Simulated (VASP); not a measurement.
Data:

```yaml
crystal:
  lattice:
    - [0.00000, 2.57761, 2.57761]
    - [2.57761, 0.00000, 2.57761]
    - [2.57761, 2.57761, 0.00000]
  atoms:
    - { symbol: Zr, position: [0.00000, 0.00000, 0.00000] }
    - { symbol: O, position: [0.25000, 0.25000, 0.25000] }
    - { symbol: O, position: [0.75000, 0.75000, 0.75000] }
```

Method: TPSS meta-GGA, VASP's PBE PAW potentials (set 64) (plane waves; VASP). Numerical set-up: 520 eV cut-off, 8×8×8 Γ-centred mesh, Gaussian smearing of 0.050 eV, potentials Zr_sv O.

The job: ZrO2 (fluorite), 3 atoms, TPSS, static run, 520 eV, 8×8×8 Γ-centred mesh. Roughly how much core time does it take on a busy server core?

About 70 core-seconds (one run on a shared machine, a rough figure). It had 29 irreducible k-points, 16 bands, up to 941 plane waves and 21 electronic steps.

The compound is ZrO2 in the fluorite structure, the high-temperature cubic form, which is unstable at 0 K; the monoclinic form is the stable one. This cell is one point of a volume scan, at 1.03 of the reference volume.
